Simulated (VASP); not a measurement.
Input for VASP

### KPOINTS
```
Automatic mesh
0
Gamma
  10 10 10
0 0 0
```

### POSCAR
```
BeS
1
    0.0000000000     2.3824168139     2.3824168139
    2.3824168139     0.0000000000     2.3824168139
    2.3824168139     2.3824168139     0.0000000000
Be S
1 1
Direct
  0.0000000000   0.0000000000   0.0000000000
  0.2500000000   0.2500000000   0.2500000000
```

INCAR:
```
SYSTEM = BeS
PREC = Accurate
ENCUT = 500
EDIFF = 1E-6
NELM = 100
ALGO = Normal
LREAL = .FALSE.
LASPH = .TRUE.
ISMEAR = 0
SIGMA = 0.05
GGA = PS
LWAVE = .FALSE.
LCHARG = .FALSE.
IBRION = 2
ISIF = 3
NSW = 40
EDIFFG = -0.02
PSTRESS = 100
```

POTCAR, in this order: Be S (PBE.64 set). Program: vasp_std.

Problem. Translate this PBEsol calculation to Ansatz.

Solution. One equivalent input (not run):
Ansatz 0.2 input:
```yaml
crystal:
  lattice:
    - [0.0000000, 2.3824168, 2.3824168]
    - [2.3824168, 0.0000000, 2.3824168]
    - [2.3824168, 2.3824168, 0.0000000]
  atoms:
    - { symbol: Be, position: [0.0000000, 0.0000000, 0.0000000] }
    - { symbol: S, position: [0.2500000, 0.2500000, 0.2500000] }
kpoints:
  mp_grid: { grid: [10, 10, 10] }
hamiltonian:
  xc: pbesol
  pseudopotentials: { kind: paw }
scf:
  occupations: { method: gaussian, width: 0.05 }
  max_iter: 100
relax:
  max_steps: 40
  f_tol: 0.02
  cell: { p_target: 10 }
output: { forces: true, stress: true, eigenvalues: true }
```
Limits of the translation: each code has its own PAW files, so the cut-off isn't converted (ENCUT is set for VASP's; basis.ecutwfc is left out, and Ansatz then takes the one that its files recommend); Ansatz stops its SCF on the density residual and VASP on the energy change (EDIFF).

The compound is BeS in the zinc blende structure. This run relaxes it under an external pressure of 10 GPa. Symmetry was kept, so distortions that lower it aren't found.
